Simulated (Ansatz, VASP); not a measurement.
# Cross-check of InTeF between VASP and Ansatz

Wanted: the spread between two codes on one cell, functional and k mesh. The cell is invented: As first built, before any earlier steps moved the atoms (in the runner's words): it takes the YSF structure with some of its atoms replaced by other elements, volume scaled by an estimate. It may not be a known or stable phase. Of the first pair: The cell is taken from a series of VASP runs on this material, whose earlier steps may have relaxed, scaled or displaced it; both programs get it as it stands. Valence electrons are named where the data sets of a main pair hold unlike numbers.

Main program and level: Ansatz 0.2.0; plane waves, with VASP 6.6.1 beside it; single point at r2SCAN.

## Step 1: The structure

The structure is tetragonal, space group P4/nmm (No. 129). The conventional cell has a = 3.793 Å, b = 3.793 Å, c = 9.027 Å, α = 90.00°, β = 90.00°, γ = 90.00°. Nearest to Te lie 4 In at 3.02 Å. Nearest to In lie 4 F at 2.43 Å and 4 Te at 3.02 Å. Nearest to F lie 4 In at 2.43 Å. As first built, before any earlier steps moved the atoms (in the runner's words): sites of the YSF structure (space group 129) filled with other elements, volume scaled by an estimate. Farther neighbours and most contacts between anions are not listed.

## Step 2: Ansatz: single point, r2SCAN

Ansatz runs on its default PAW (the set named soft_2) files.

A single point gives forces, pressure and levels at one fixed geometry, so differences don't come from the geometry; what else differs is listed under the comparison.

input.yaml

```yaml
crystal:
  lattice:
    - [3.7926613688, 0.0, 0.0]
    - [0.0, 3.7926613688, 0.0]
    - [0.0, 0.0, 9.0271307257]
  atoms:
    - { symbol: Te, position: [0.0, 0.5, 0.6779523072] }
    - { symbol: Te, position: [0.5, 0.0, 0.3220476928] }
    - { symbol: In, position: [0.0, 0.5, 0.1676332449] }
    - { symbol: In, position: [0.5, 0.0, 0.8323667551] }
    - { symbol: F, position: [0.0, 0.0, 0.0] }
    - { symbol: F, position: [0.5, 0.5, 0.0] }
hamiltonian:
  xc: r2scan
  pseudopotentials: { kind: paw }
kpoints:
  mp_grid: { grid: [10, 10, 5] }
scf:
  occupations: { method: tetrahedron }
output:
  forces: true
  stress: true
  write_density: true
  write_potential: true
  elf: true
  volumetric_format: npy
```

Command:

```console
> ansatz run input.yaml --threads 4 --pin off --max-ram 9216MiB --backend cpu --events-out ev --progress --plain --runs-dir out
```

Numbers of over 12 decimals in the logs are rounded to 6 here.

Log:

```text
Warning: output.forces, output.stress, relax.cell or npt_langevin: where a Kohn–Sham band that disperses or a degenerate level is filled in part under the method tetrahedron, the forces or the stress that this run publishes need not agree with its energy (scf.occupations.method in the input reference, under Limitations); prefer a smearing scheme for the forces or the stress
Engine: ansatz 0.2.0, aarch64-unknown-linux-gnu
Pseudopotentials: kind: paw
Pseudopotential: Te, paw, valence charge 16, recommended cutoff 500 eV (meta_gga), Te.paw.azcp
Pseudopotential: In, paw, valence charge 13, recommended cutoff 500 eV (meta_gga), In.paw.azcp
Pseudopotential: F, paw, valence charge 7, recommended cutoff 500 eV (meta_gga), F.paw.azcp
Functional definition: r2SCAN
  parameter k0 = 0.174
  parameter k1 = 0.065
  parameter a1 = 4.9479
  exchange = r2scan_x(k0 = k0, k1 = k1, a1 = a1)
  correlation = r2scan_c
Crystal: 6 atoms, lattice volume = 129.849 Å³
Basis set: ecut = 500 eV, 3289 PW (Γ), exchange–correlation on 120×120×288 points (64 copies of the dense FFT grid, shifted against one another)
Bands: 44, of which v1, the nominal top of the filled ones, is band 36 counted from 1 (35 counted from 0)
Symmetry: 16 space group operations
Space group: P4/nmm (ITA 129), of the structure as read, at distance tolerance 5.1e-5 Å
k-points: 63 of 500
Non-local potential: Te, projectors of the file, l = 0: 2, l = 1: 2, l = 2: 2, l = 3: 2
Non-local potential: In, projectors of the file, l = 0: 2, l = 1: 2, l = 2: 2, l = 3: 2
Non-local potential: F, projectors of the file, l = 0: 2, l = 1: 2, l = 2: 1
PAW form: soft (Blöchl's): semilocal exchange-correlation on the pseudo side does not see the compensation charge
PAW frozen core: Te, regenerated for the run's functional (the file was generated under x = pbe(κ = 0.804, μ = 0.219515), c = pbe(β = 0.066725))
PAW frozen core: In, regenerated for the run's functional (the file was generated under x = pbe(κ = 0.804, μ = 0.219515), c = pbe(β = 0.066725))
PAW frozen core: F, regenerated for the run's functional (the file was generated under x = pbe(κ = 0.804, μ = 0.219515), c = pbe(β = 0.066725))
PAW one-centre angular grid: Te, 590 points (default); XC on 160 Gauss nodes
PAW one-centre angular grid: In, 590 points (default); XC on 289 of its mesh's 2783 points in the sphere
PAW one-centre angular grid: F, 302 points (default); XC on 160 Gauss nodes
Initial density: superposition of atomic densities (neutral atoms: chi_scale 0, normalization atom), corrected by the library's trained network
Initial wavefunctions: pseudopotential atomic-orbital guess
Functional: x = r2scan, c = r2scan; τ floored in thin density (d = 2e-4 eV/Å³)
SCF iter   1: F=—  HF=-26834.459598 eV  |F-HF|=—  |Δ(HF+E_count)|=         —  Δρ=8.00e-3  dr2=7.71e-2  dr2_τ=5.71e-2  ethr=1.77e-3  ⟨swp⟩=6.9  Hψ=12019  notcnv=0
preconditioner: auto → Kerker (q_TF=auto, 2.473 Å⁻¹)  [metal: no gap  n_scr=38 (ndim 8)  ℏωp=22.6 eV  f_vac=0.010]
SCF iter   2: F=—  HF=-26834.510819 eV  |F-HF|=—  |Δ(HF+E_count)|=   5.12e-2  Δρ=4.48e-3  dr2=3.08e-2  dr2_τ=9.79e-4  ethr=1.07e-4  ⟨swp⟩=2.0  Hψ=5257  notcnv=0  defer=153
SCF iter   3: F=—  HF=-26834.511050 eV  |F-HF|=—  |Δ(HF+E_count)|=   2.31e-4  Δρ=1.32e-3  dr2=7.43e-3  dr2_τ=1.44e-4  ethr=4.28e-5  ⟨swp⟩=2.0  Hψ=2924  notcnv=0  defer=153
SCF iter   4: F=—  HF=-26834.511312 eV  |F-HF|=—  |Δ(HF+E_count)|=   2.62e-4  Δρ=4.70e-4  dr2=1.78e-3  dr2_τ=9.29e-6  ethr=1.03e-5  ⟨swp⟩=2.8  Hψ=3851  notcnv=0  defer=153
SCF iter   5: F=—  HF=-26834.511373 eV  |F-HF|=—  |Δ(HF+E_count)|=   6.11e-5  Δρ=2.48e-4  dr2=4.85e-4  dr2_τ=4.04e-6  ethr=2.47e-6  ⟨swp⟩=2.6  Hψ=3172  notcnv=0  defer=153
SCF iter   6: F=—  HF=-26834.511479 eV  |F-HF|=—  |Δ(HF+E_count)|=   1.06e-4  Δρ=1.33e-4  dr2=6.60e-5  dr2_τ=1.05e-6  ethr=6.73e-7  ⟨swp⟩=3.8  Hψ=4675  notcnv=0  defer=153
SCF iter   7: F=—  HF=-26834.511524 eV  |F-HF|=—  |Δ(HF+E_count)|=   4.46e-5  Δρ=6.78e-5  dr2=8.23e-6  dr2_τ=2.68e-7  ethr=9.16e-8  ⟨swp⟩=4.0  Hψ=5562  notcnv=0  defer=153
SCF iter   8: F=—  HF=-26834.511511 eV  |F-HF|=—  |Δ(HF+E_count)|=   1.33e-5  Δρ=2.13e-5  dr2=8.37e-7  dr2_τ=2.56e-8  ethr=1.14e-8  ⟨swp⟩=3.0  Hψ=5485  notcnv=0  defer=153
SCF iter   9: F=-26834.511518 eV  HF=-26834.511518 eV  |F-HF|=4.08e-8  |Δ(HF+E_count)|=   7.33e-6  Δρ=7.93e-6  dr2=9.91e-8  dr2_τ=2.19e-9  ethr=1.39e-10  ⟨swp⟩=10.9  Hψ=20598  notcnv=0
SCF 1 converged in 9 iterations: F = -26834.511518 eV  dr2 = 9.91e-8
  greatest PAW one-centre occupation: 0.997 electrons in one spin orbital (limit 2), on the Te atom at site 1 (counted from 0), in its partial waves of l = 2
SCF converged after 9 iterations
Stability not checked: this state was not tested for a lower state beside it, because cold or Methfessel-Paxton smearing, or corrected tetrahedra, fill the levels in a way that the test cannot read (fill_not_monotonic; see scf.lower_state_search)
Free energy (F): -26834.511518 eV
Harris-Foulkes:  -26834.511518 eV  (|F-HF|=4.08e-8)
Internal energy: -26834.511372 eV  (E = F + TS)
E sigma→0 (E₀):  -26834.511518 eV
Entropy (-TS):   -0.000146 eV (-0.024 meV/atom)
Fermi energy:    8.920184 eV
--- Per-component energies (eV) ---
  E_band       = -650.500041
  E_kinetic    = 1262.226190
  E_local      = -6310.626168  (includes V_loc(G=0)·N_el)
  E_nonlocal   = 263.908670
  E_hartree    = 3153.937745
  E_xc         = -788.535601
  E_vxc        = -664.769983  (∫ρ·V_xc dr)
  E_paw        = -18151.994563  (= ΣΔE_a)
  E_vpaw       = -1553.384726  (= ΣTr[D̂ρ^β])
  E_aug_tail   = 0.002032  (compensation charges beyond the density's cutoff)
  E_vtau       = 44.274760  (kinetic-family band-sum trace: ∫τ·v_τ [+ j·A + Jᵃ·Aᵃ] dr)
  E_ewald      = -6265.867696
  E_core_change = 2.438020  (= ΣΔE_core)
  E_smearing   = -0.000146  (= −TS)
  E_closure    = 0.000000  (closes the sum)
  Σ components = -26834.511518   (vs F -26834.511518, Δ=0.00e0)
--- Forces (eV/Å), atoms counted from 1 ---
  atom   1  Te     0.00000000     0.00000000     0.06582099
  atom   2  Te     0.00000000     0.00000000    -0.06582099
  atom   3  In     0.00000000     0.00000000    -0.05417050
  atom   4  In     0.00000000     0.00000000     0.05417050
  atom   5  F      0.00000000     0.00000000     0.00000000
  atom   6  F      0.00000000     0.00000000    -0.00000000
  max |Σ_I F_I| component: 0.00e0 eV/Å
--- Stress (GPa, compression-positive) ---
       -0.166143       0.000000       0.000000
        0.000000      -0.166143       0.000000
        0.000000       0.000000      -0.015322
  P = ⅓ Tr σ = -0.1159 GPa (-1.159 kbar)
--- Band table (eV; the first three rows and the last of 63) ---
  k-point 0: bands = [... 32 lower, 8.3625, 8.3625, 8.5333, 8.5333, 9.4706, 10.6605, 12.4197, 13.9408, ... 4 higher]
  k-point 1: bands = [... 32 lower, 8.2822, 8.2822, 8.6215, 8.6215, 9.6241, 10.7454, 12.2426, 14.2317, ... 4 higher]
  k-point 2: bands = [... 32 lower, 8.2057, 8.2057, 8.7109, 8.7109, 9.8114, 10.9008, 12.0268, 14.6069, ... 4 higher]
  k-point 62: bands = [... 32 lower, 5.7515, 5.7515, 6.9147, 6.9147, 8.2756, 8.2756, 13.3141, 13.3141, ... 4 higher]
```

It took 16 s on 4 threads of Arm Neoverse V1, shared host; peak memory 0.92 GiB.

Reading the cycles: dr2 is the Hartree energy of the density residual (eV), the measure of convergence; HF is the Harris–Foulkes estimate of the energy, which meets the free energy F at convergence.

The run ends at a pressure of -0.12 GPa, with forces up to 0.066 eV/Å.

## Step 3: VASP: single point, r2SCAN

The same cell, functional, mesh and smearing now go to VASP, with its own data sets.

Lines of VASP's logs that name or quote its potential files are left out, and so is its time.

INCAR

```
SYSTEM = InTeF
PREC = Accurate
ENCUT = 520
EDIFF = 1E-06
NELM = 100
ISMEAR = -5
SIGMA = 0.05
LREAL = .FALSE.
ALGO = Normal
METAGGA = R2SCAN
LASPH = .TRUE.
NBANDS = 42
LORBIT = 11
LWAVE = .FALSE.
LCHARG = .FALSE.
KPAR = 2
NEDOS = 2001
```

POSCAR

```
InTeF
1.0
    3.7926613688      0.0000000000      0.0000000000
    0.0000000000      3.7926613688      0.0000000000
    0.0000000000      0.0000000000      9.0271307257
Te In F
2 2 2
Direct
    0.0000000000      0.5000000000      0.6779523072
    0.5000000000      0.0000000000      0.3220476928
    0.0000000000      0.5000000000      0.1676332449
    0.5000000000      0.0000000000      0.8323667551
    0.0000000000      0.0000000000      0.0000000000
    0.5000000000      0.5000000000      0.0000000000
```

KPOINTS

```
Automatic mesh
0
Gamma
10 10 5
0 0 0
```

Potentials, in the order of the species: Te, In_d and F (PBE family, release 64).

Command:

```console
> mpirun -np 2 vasp_std
```

Log:

```text
[banner, memory and clock lines left out]
running    2 mpi-ranks, on    1 nodes
 distrk:  each k-point on    1 cores,    2 groups
 distr:  one band on    1 cores,    1 groups

 POSCAR found type information on POSCAR TeInF
 POSCAR found :  3 types and       6 ions
|                                                                             |
|               ----> ADVICE to this user running VASP <----                  |
|                                                                             |
|     You enforced a specific xc type in the INCAR file but a different       |
|     [... a line on the potential file left out ...]
|     I HOPE YOU KNOW WHAT YOU ARE DOING!                                     |
|                                                                             |

 LDA part: xc-table for (None), standard interpolation
 POSCAR, INCAR and KPOINTS ok, starting setup
 FFT: planning ... GRIDC
 FFT: planning ... GRID_SOFT
 FFT: planning ... GRID
 WAVECAR not read
 entering main loop
       N       E                     dE             d eps       ncg     rms          rms(c)
DAV:   1     0.443424702445E+03    0.44342E+03   -0.22862E+04  5324   0.143E+03
DAV:   2    -0.421124243816E+02   -0.48554E+03   -0.45204E+03  5324   0.398E+02
DAV:   3    -0.118773119162E+03   -0.76661E+02   -0.74266E+02  6154   0.155E+02
DAV:   4    -0.122474298073E+03   -0.37012E+01   -0.36804E+01  6440   0.347E+01
DAV:   5    -0.122628798309E+03   -0.15450E+00   -0.15380E+00  8254   0.704E+00    0.110E+01
DAV:   6    -0.109566039100E+03    0.13063E+02   -0.51110E+00  7522   0.311E+01    0.638E+00
DAV:   7    -0.109644357792E+03   -0.78319E-01   -0.12464E+00  6304   0.568E+00    0.358E+00
DAV:   8    -0.109684995251E+03   -0.40637E-01   -0.19330E-01  7574   0.378E+00    0.140E+00
DAV:   9    -0.109675260632E+03    0.97346E-02   -0.56596E-02  8220   0.155E+00    0.628E-01
DAV:  10    -0.109676668312E+03   -0.14077E-02   -0.98199E-03  6166   0.511E-01    0.380E-01
DAV:  11    -0.109676225572E+03    0.44274E-03   -0.24961E-03  7036   0.369E-01    0.990E-02
DAV:  12    -0.109676108895E+03    0.11668E-03   -0.28342E-04  7122   0.102E-01    0.408E-02
DAV:  13    -0.109676126900E+03   -0.18005E-04   -0.15631E-04  6470   0.718E-02    0.287E-02
DAV:  14    -0.109676130364E+03   -0.34638E-05   -0.82942E-06  6800   0.180E-02    0.785E-03
DAV:  15    -0.109676120966E+03    0.93980E-05   -0.40342E-06  5562   0.116E-02    0.244E-03
DAV:  16    -0.109676122859E+03   -0.18931E-05   -0.15168E-07  2958   0.221E-03    0.127E-03
DAV:  17    -0.109676122694E+03    0.16531E-06   -0.47107E-08  2934   0.170E-03
   1 F= -.10967612E+03 E0= -.10967612E+03  d E =0.000000E+00
|                                                                             |
|           W    W    AA    RRRRR   N    N  II  N    N   GGGG   !!!           |
|           W    W   A  A   R    R  NN   N  II  NN   N  G    G  !!!           |
|           W    W  A    A  R    R  N N  N  II  N N  N  G       !!!           |
|           W WW W  AAAAAA  RRRRR   N  N N  II  N  N N  G  GGG   !            |
|           WW  WW  A    A  R   R   N   NN  II  N   NN  G    G                |
|           W    W  A    A  R    R  N    N  II  N    N   GGGG   !!!           |
|                                                                             |
|     Tetrahedron method does not include variations of the Fermi             |
|     occupations, so forces and stress will be inaccurate. We suggest        |
|     using a different smearing scheme ISMEAR = 1 or 2 for metals in         |
|     relaxations.                                                            |
|                                                                             |
```

Parts of OUTCAR (step 3):

```text
ion  position               nearest neighbor table
   1  0.000  0.500  0.678-   4 3.02   4 3.02   4 3.02   4 3.02
   2  0.500  0.000  0.322-   3 3.02   3 3.02   3 3.02   3 3.02
   3  0.000  0.500  0.168-   5 2.43   6 2.43   5 2.43   6 2.43   2 3.02   2 3.02   2 3.02   2 3.02

  LATTYP: Found a simple tetragonal cell.
 ALAT       =     3.7926613688
 C/A-ratio  =     2.3801573217

 Subroutine GETGRP returns: Found 16 space group operations
 (whereof  8 operations were pure point group operations)

The static configuration has the point symmetry D_2d.
 The point group associated with its full space group is D_4h.

 Found     63 irreducible k-points:

   k-points           NKPTS =     63   k-points in BZ     NKDIM =     63   number of bands    NBANDS=     42

   dimension x,y,z NGX =    28 NGY =   28 NGZ =   70
   dimension x,y,z NGXF=    56 NGYF=   56 NGZF=  140

   ENCUT  =  520.0 eV  38.22 Ry    6.18 a.u.   7.05  7.05 16.78*2*pi/ulx,y,z

   NELECT =      52.0000    total number of electrons

 k-points in reciprocal lattice and weights: Automatic mesh
   0.00000000  0.00000000  0.00000000       0.002
   0.10000000  0.00000000  0.00000000       0.008
   0.20000000  0.00000000  0.00000000       0.008
   0.30000000  0.00000000  0.00000000       0.008
   0.40000000  0.00000000  0.00000000       0.008
   0.50000000  0.00000000  0.00000000       0.004
   0.10000000  0.10000000  0.00000000       0.008
   0.20000000  0.10000000  0.00000000       0.016
   0.30000000  0.10000000  0.00000000       0.016
[...]
0.50000000  0.40000000  0.40000000       0.016
   0.50000000  0.50000000  0.40000000       0.004

 average (electrostatic) potential at core
       1 -92.7644       2 -92.7644       3-101.0171       4-101.0171       5 -78.5279
       6 -78.5279

 E-fermi :   5.9715

 k-point     1 :       0.0000    0.0000    0.0000
  band No.  band energies     occupation
    ...
     22       4.2886      2.00000
     23       5.4135      2.00000
     24       5.4135      2.00000
     25       5.5819      2.00000
     26       5.5819      2.00000
     27       6.5071      0.00000
     28       7.7004      0.00000
     29       9.4586      0.00000
     30      10.9683      0.00000
     31      11.5137      0.00000
    ...

 k-point     2 :       0.1000    0.0000    0.0000
  band No.  band energies     occupation
    ...
     22       3.8672      2.00000
     23       4.5976      2.00000
     24       5.2122      2.00000
     25       5.4940      2.00000
     26       5.6679      2.00000
     27       7.1765      0.00000
     28       7.9818      0.00000
     29       9.8099      0.00000
     30      10.9649      0.00000
     31      12.0068      0.00000
    ...

 k-point     3 :       0.2000    0.0000    0.0000
  band No.  band energies     occupation
    ...
     22       2.8236      2.00000
     23       3.3860      2.00000
     24       5.1282      2.00000
     25       5.7238      2.00445
     26       5.9081      1.81716
     27       7.7831      0.00000
     28       8.1311      0.00000
     29      10.5225      0.00000
     30      10.8898      0.00000
     31      12.0355      0.00000
    ...

  Total       -0.0385278     -0.0385278      0.1054344      0.0000000      0.0000000      0.0000000
  in kB       -0.4753863     -0.4753863      1.3009337      0.0000000      0.0000000      0.0000000
  external PRESSURE =       0.1167204 kB  Pullay stress =       0.0000000 kB

  energy-cutoff  :      520.00
  volume of cell :      129.85
      direct lattice vectors                 reciprocal lattice vectors
     3.792661369  0.000000000  0.000000000     0.263667094  0.000000000  0.000000000
     0.000000000  3.792661369  0.000000000     0.000000000  0.263667094  0.000000000
     0.000000000  0.000000000  9.027130726     0.000000000  0.000000000  0.110777171

 POSITION                                       TOTAL-FORCE (eV/Angst)
 -----------------------------------------------------------------------------------
      0.00000      1.89633      6.11996        -0.000000      0.000000      0.054783
      1.89633      0.00000      2.90717         0.000000      0.000000     -0.054783
      0.00000      1.89633      1.51325         0.000000      0.000000      0.004224
      1.89633      0.00000      7.51388        -0.000000     -0.000000     -0.004224
      0.00000      0.00000      0.00000        -0.000000     -0.000000      0.000000
      1.89633      1.89633      0.00000         0.000000      0.000000      0.000000
 -----------------------------------------------------------------------------------
    total drift:                                0.000000      0.000000      0.000000

  FREE ENERGIE OF THE ION-ELECTRON SYSTEM (eV)
  ---------------------------------------------------
  free  energy   TOTEN  =      -109.6761226938 eV

  energy  without entropy=     -109.6761226938  energy(sigma->0) =     -109.67612269

 total charge
# of ion       s       p       d       tot
------------------------------------------
    1        1.403   1.983   0.027   3.414
    2        1.403   1.983   0.027   3.414
    3        0.779   0.457   9.927  11.163
    4        0.779   0.457   9.927  11.163
    5        1.749   4.355   0.000   6.104
    6        1.749   4.355   0.000   6.104
--------------------------------------------------
tot          7.863  13.590  19.909  41.362

[... 3 further parts left out ...]
```

The PAW data sets were made with PBE, which is usual practice but a small mismatch for other functionals. With tetrahedra the forces and stress of a metal are not exact derivatives of the energy.

## Step 4: Differences

Known differences besides the potentials themselves: VASP keeps PBE cores, Ansatz makes them for the functional; the data sets hold 72 valence electrons in Ansatz (on its default PAW (the set named soft_2) files) and 52 in VASP; the cutoff is 500 eV in Ansatz and 520 eV in VASP. Total energies have different zeros and are not compared.

Compared:

```
                                        quantity  Ansatz  VASP  difference
                                  pressure (GPa)   -0.12  0.01       -0.13
pressure without Ansatz's Pulay correction (GPa)   -0.17  0.01       -0.18
```

At this near-relaxed geometry the largest component of a force difference is 58 meV/Å. Ansatz's pressure holds a Pulay correction of 0.05 GPa; VASP's holds none.

(Part 1 of 2 ends here.)

[Lines on the potential files, build, host, timing and source positions are cut from VASP's logs without a mark.]

[Logs are printed without paths, hosts, clocks, repeated set-up lines and the standing remarks that a program may print on its own settings, such as how far it seeks lower states.]

[Hosts, paths, dates, database ids (printed as entryN), source tags and the programs' standing remarks are cut or masked in the printed files.]
